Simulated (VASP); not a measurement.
VASP runs on ZrMnF6 (space group Fm-3m) share one base input (PBEsol GGA, plane waves, VASP's PBE PAW potentials (set 64)) and change the settings named in each case.

**KPOINTS**
```
Automatic mesh
0
Gamma
4 4 4
0 0 0
```

INCAR:
```
# general
SYSTEM =ZrMnF6
PREC   =Accurate
ENCUT  =400
LREAL  =.FALSE.
LASPH  =.TRUE.

# electronic loop
EDIFF  =1E-6
NELM   =100
ALGO   =Normal
LMAXMIX=4

# smearing
ISMEAR =-1
SIGMA  =0.02

# functional
GGA    =PS

# spin
ISPIN  =2

# ions
ISIF   =2

# output
LWAVE  =.FALSE.
LCHARG =.FALSE.
LORBIT =11
```

### POSCAR
```
ZrMnF6
4.1355940
  0.0000000000   1.0000000000   1.0000000000
  1.0000000000   0.0000000000   1.0000000000
  1.0000000000   1.0000000000   0.0000000000
Zr Mn F
1 1 6
Cart
  1.0000000000   1.0000000000   1.0000000000
  0.0000000000   0.0000000000   0.0000000000
  0.5100000000   1.0000000000   1.0000000000
  1.4900000000   1.0000000000   1.0000000000
  1.0000000000   0.5100000000   1.0000000000
  1.0000000000   1.4900000000   1.0000000000
  1.0000000000   1.0000000000   0.5100000000
  1.0000000000   1.0000000000   1.4900000000
```

POTCAR, in this order: Zr_sv Mn_pv F (PBE.64 set). Program: vasp_std. The INCAR's line for the spin-polarised start is left out here.

```json
[
 {"change": "base run", "E(σ→0) (eV/atom)": "-7.0183", "pressure (GPa)": "-9.94", "largest force (eV/Å)": "0.195"},
 {"change": "GGA removed, POTCAR Zr_sv Mn_pv F (LDA.64 set)", "E(σ→0) (eV/atom)": "-7.2699", "pressure (GPa)": "-12.83", "largest force (eV/Å)": "0.184"},
 {"change": "GGA_COMPAT = .FALSE., ISPIN removed, LNONCOLLINEAR = .TRUE., LSORBIT = .TRUE., another spin-polarised start, program vasp_ncl", "E(σ→0) (eV/atom)": "-7.0284", "pressure (GPa)": "-9.95", "largest force (eV/Å)": "0.194"},
 {"change": "KPOINTS 3×3×3 Γ-centred mesh", "E(σ→0) (eV/atom)": "-7.0210", "pressure (GPa)": "-9.79", "largest force (eV/Å)": "0.196"},
 {"change": "LDAU = .TRUE., LDAUJ = 0 0 0, LDAUL = -1 2 -1, LDAUTYPE = 2, LDAUU = 0 6.0 0", "E(σ→0) (eV/atom)": "-6.8866", "pressure (GPa)": "-9.42", "largest force (eV/Å)": "0.365"}
]
```
 Energies of different potentials or functionals have different zeros.  The run has a spin-polarised start. At 400 eV the pressure can carry a Pulay error.

Left out are runs that ran out of time, are held back, or changed the cell or the kind of run, fixed moments of cells without a moment, rows past the twelfth, gaps on odd meshes, pressures of charged cells and columns that move by less than the noise.

The structure comes from a computed database's ZrMnF6 entry; how it stands against other phases isn't given here. The cell was not relaxed at this level, forces remain on its atoms, its lattice was scaled by up to 2.5 %.
